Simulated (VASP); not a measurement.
Here is the system:

```yaml
crystal:
  lattice:
    - [0.00000, 2.96351, 2.96351]
    - [2.96351, 0.00000, 2.96351]
    - [2.96351, 2.96351, 0.00000]
  atoms:
    - { symbol: Pb, position: [0.00000, 0.00000, 0.00000] }
    - { symbol: F, position: [0.25000, 0.25000, 0.25000] }
    - { symbol: F, position: [0.75000, 0.75000, 0.75000] }
```

Computed with r2SCAN meta-GGA, VASP's PBE PAW potentials (set 64) (plane waves; VASP). Run with 520 eV cut-off, 7×7×7 Γ-centred mesh, Gaussian smearing of 0.050 eV, potentials Pb_d F.

### Question
Give the energy at these volumes per atom, relative to the lowest: 16.24, 16.76, 17.27, 17.79, 18.31 Å³.

### Answer
19.4, 5.2, 0.0, 2.5, 11.5 meV/atom. A third-order Birch-Murnaghan fit gives B0 = 77.0 GPa and B0′ = 4.6.

Measured: bulk modulus 64.0 GPa (computed value off by +20.3 %), a 5.940 Å (computed value off by -0.2 %), as given by E. Cadelano et al., The European Physical Journal B (2011), arXiv:1107.5962. The calculation is for a static lattice, while the measured bulk modulus, a hold thermal and zero-point effects, which are part of the difference.

The compound is PbF2 in the fluorite structure, the β form. It was relaxed first.
